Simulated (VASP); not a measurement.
Consider the following.

```
NiSi
1.0
    2.94188     0.00000     0.00000
    0.00000     3.29692     0.00000
    0.00000     0.00000     4.66231
Si Ni
2 2
Direct
  0.00000   0.00000   0.15681
  0.50000   0.50000   0.84319
  0.00000   0.00000   0.65665
  0.50000   0.50000   0.34335
```

Level of theory: r2SCAN meta-GGA, VASP's PBE PAW potentials (set 64) (plane waves; VASP). Numerical set-up: 400 eV cut-off, 12×10×8 Γ-centred mesh, tetrahedra with Blöchl corrections, potentials Si Ni.

The cores are frozen, which limits the accuracy of field gradients.

Task: Give the principal components of the electric field gradient (V/Å²) and the asymmetry η at each nucleus.

Result: 
| atom | Vxx | Vyy | Vzz | η |
|---|---|---|---|---|
| Si1 | 28.8 | 5.4 | -34.2 | 0.68 |
| Si2 | 28.8 | 5.4 | -34.2 | 0.68 |
| Ni3 | 7.5 | 7.2 | -14.7 | 0.02 |
| Ni4 | 7.5 | 7.2 | -14.7 | 0.02 |

The structure comes from a computed database's SiNi entry (Pmmn); how it stands against other phases isn't given here. It was relaxed first. The run is not spin-polarised, so no magnetic state was tried.
